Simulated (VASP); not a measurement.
Here is a VASP 6.6.1 calculation.

INCAR

```
SYSTEM = GeAu2
ALGO = Normal
EDIFF = 1E-7
ENCUT = 520
GGA = PE
ISIF = 2
ISMEAR = -1
LASPH = .True.
LCHARG = .False.
LREAL = .False.
LWAVE = .False.
NBANDS = 25
NELM = 80
PREC = Accurate
SIGMA = 0.05
```

Contents of KPOINTS:

```
k-points
0
Gamma
  10 10 5
  0 0 0
```

Contents of POSCAR:

```
GeAu2
1.0
    3.1734252800      0.0000000000      0.0000000000
   -1.5867126400      2.7482669100      0.0000000000
    0.0000000000      0.0000000000      5.8020201400
Ge Au
1 2
Direct
    0.0000000000      0.0000000000      0.0000000000
    0.3333333300      0.6666666700      0.2500000000
    0.6666666700      0.3333333300      0.7500000000
```

Potentials or basis: VASP PAW PBE potentials, release 64 (Ge_d, Au).

Launch:

```bash
$ cat potpaw_PBE.64/Ge_d/POTCAR potpaw_PBE.64/Au/POTCAR > POTCAR
$ mpirun -np 1 vasp_std > vasp.out
```

(1) Estimate the pressure.

(2) Predict the band gap on the k mesh.

(3) Estimate the largest force.

Answers

(1) 45.1 GPa.

(2) none (metal or under the smearing width).

(3) 5.758 eV/Å.

Caveat: a pressure of tens of GPa on the cell as given is suspect, and the run, the potentials or the cell itself is likely at fault; forces of over 1 eV/Å show positions far from the minimum, so gaps and moduli don't describe the material at rest.
